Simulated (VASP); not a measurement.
Here is the system:

```
CELL_PARAMETERS angstrom
      0.00000     1.98999     1.98999
      1.98999     0.00000     1.98999
      1.98999     1.98999     0.00000
ATOMIC_POSITIONS crystal
  Pd 0.00000 0.00000 0.00000
```

Method: RPBE GGA, VASP's PBE PAW potentials (set 64) (plane waves; VASP). Run with 520 eV cut-off, 14×14×14 Γ-centred mesh, first-order Methfessel-Paxton smearing of 0.10 eV, potentials Pd.

Predict the energy per atom (σ→0), band gap (on the k-mesh) with the smallest direct gap where there is one.

The band gap (on the k-mesh) is none (metal, semimetal or under 0.01 eV) and the energy per atom (σ→0) is -4.617 eV/atom.

The compound is Pd in the fcc structure. It was relaxed first, which changed the volume by +7 %. The start is the result of an earlier pass.
